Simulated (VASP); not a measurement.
Consider the following.

```xyz
3
Lattice="0.0000 2.6791 2.7246 2.7372 0.0000 2.7246 2.7372 2.6791 0.0000" Properties=species:S:1:pos:R:3 pbc="T T T"
Ca     0.0000     0.0000     0.0000
F      1.3686     1.3395     1.3623
F      4.1770     4.0186     4.0869
```

All values below come from PBE GGA, VASP's PBE PAW potentials (set 64) (plane waves; VASP). Numerical set-up: 425 eV cut-off, 6×6×6 Γ-centred mesh, Gaussian smearing of 0.050 eV, potentials Ca_sv F.

Question: Estimate the energy per atom (σ→0), largest force.

Answer: 
```
Quantity                       Result
---------------------  --------------
energy per atom (σ→0)  -5.772 eV/atom
largest force              0.356 eV/Å
```

The absolute energy has meaning only against runs of the same code, potentials and settings.

The compound is CaF2 in the fluorite structure. The cell was not relaxed at this level, atoms are displaced from their ideal sites. The run is one of a series of settings (ENCUT = 425 against the base run), some of them coarse on purpose.
